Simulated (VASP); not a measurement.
Wanted: the native input for a VASP 6.6.1 run.

```yaml
Task: single point
Functional: r2SCAN
Potentials_or_basis: VASP PAW PBE potentials, release 64 (Ru_pv, Bi_d)
Cutoff: 520 eV
k_mesh: 4 × 4 × 4
Occupations: fermi-dirac, width 0.0615 eV
Spin: no spin polarisation
Dipole_correction: no
Further_INCAR_settings: ALGO = Normal; EDIFF = 1e-07; NBANDS = 38
```

Bi3Ru:

```
Ru Bi
1.0
     5.30659    0.00000    0.00000
     0.00000    5.30659    0.00000
     0.00000    0.00000    5.30659
Ru Bi
1 3
Direct
  0.00000 0.00000 0.00000
  0.50000 0.00000 0.00000
  0.00000 0.50000 0.00000
  0.00000 0.00000 0.50000
```

The cell was built by a generator and needn't be a form met in nature.

These files were run (other wordings do the same):

POSCAR

```
Bi3Ru
1.0
    5.3065924382      0.0000000000      0.0000000000
    0.0000000000      5.3065924382      0.0000000000
    0.0000000000      0.0000000000      5.3065924382
Ru Bi
1 3
Direct
    0.0000000000      0.0000000000      0.0000000000
    0.5000000000      0.0000000000      0.0000000000
    0.0000000000      0.5000000000      0.0000000000
    0.0000000000      0.0000000000      0.5000000000
```

INCAR.step1

```
SYSTEM = Bi3Ru
ALGO = Normal
EDIFF = 1E-4
ENCUT = 520
GGA = PE
ISMEAR = -1
LASPH = .TRUE.
LCHARG = .FALSE.
LREAL = .FALSE.
LWAVE = .TRUE.
NBANDS = 38
NELM = 100
PREC = Accurate
SIGMA = 0.0615
```

INCAR.step2

```
SYSTEM = Bi3Ru
ALGO = Normal
EDIFF = 1E-7
ENCUT = 520
ISIF = 2
ISMEAR = -1
ISTART = 1
LASPH = .TRUE.
LCHARG = .FALSE.
LMIXTAU = .TRUE.
LREAL = .FALSE.
LWAVE = .FALSE.
METAGGA = R2SCAN
NBANDS = 38
NELM = 100
PREC = Accurate
SIGMA = 0.0615
```

KPOINTS

```
k-points
0
G
  4 4 4
  0 0 0
```

Potentials or basis: VASP PAW PBE potentials, release 64 (Ru_pv, Bi_d).

The run is started by

```bash
$ cat potpaw_PBE.64/Ru_pv/POTCAR potpaw_PBE.64/Bi_d/POTCAR > POTCAR
$ cp INCAR.step1 INCAR
$ mpirun -np 1 vasp_std > vasp.out
$ cp INCAR.step2 INCAR
$ mpirun -np 1 vasp_std > vasp.out
```

Results of the run:

- Pressure: 0.1 GPa
- Band gap on the k mesh: none (metal or under the smearing width)

Caveat: the PAW data sets were made with another functional, which shifts forces and pressure a little; spin-orbit coupling is left out, which moves the levels of the heavy elements.

Wall time 2.5 min on 1 thread of Intel(R) Xeon(R) Platinum 8488C (Sapphire Rapids), on a shared host, peak memory 0.27 GiB.
